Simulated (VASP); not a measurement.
Wanted: the native input for a VASP 6.6.1 run.

```
Task                   : single point
Functional             : LDA
Potentials or basis    : VASP PAW LDA potentials, release 64 (Sn_d, Au)
Cutoff                 : 520 eV
k mesh                 : 15 × 15 × 10
Occupations            : gaussian, width 0.15 eV
Spin                   : no spin polarisation
Dipole correction      : no
Further INCAR settings : ALGO = Fast; EDIFF = 1e-06; NBANDS = 33
```

The structure of SnAu lies in POSCAR:

```
SnAu
1.0
    4.2941130354      0.0000000000      0.0000000000
   -2.1470565177      3.7188109754      0.0000000000
    0.0000000000      0.0000000000      5.5060357795
Sn Au
2 2
Direct
    0.3333333333      0.6666666667      0.2500000000
    0.6666666667      0.3333333333      0.7500000000
    0.0000000000      0.0000000000      0.0000000000
    0.0000000000      0.0000000000      0.5000000000
```

One way to write it, as run:

INCAR

```
SYSTEM = SnAu
PREC = Accurate
ENCUT = 520
EDIFF = 1E-6
ISMEAR = 0
SIGMA = 0.15
LREAL = .False.
LASPH = .True.
NELM = 100
ALGO = Fast
ISIF = 2
LWAVE = .False.
LCHARG = .False.
GGA = CA
NBANDS = 33
```

KPOINTS

```
regular mesh
0
Gamma
  15 15 10
  0 0 0
```

Potentials or basis: VASP PAW LDA potentials, release 64 (Sn_d, Au).

Command:

```bash
$ cat potpaw_LDA.64/Sn_d/POTCAR potpaw_LDA.64/Au/POTCAR > POTCAR
$ mpirun -np 1 vasp_std > vasp.out
```

Results of the run:

```
Pressure               : 0.0 GPa
Band gap on the k mesh : none (metal or under the smearing width)
```

Run time: 8.1 min on 1 thread of Intel(R) Xeon(R) Platinum 8375C CPU @ 2.90GHz (Ice Lake), on a shared host, peak memory 0.47 GiB.
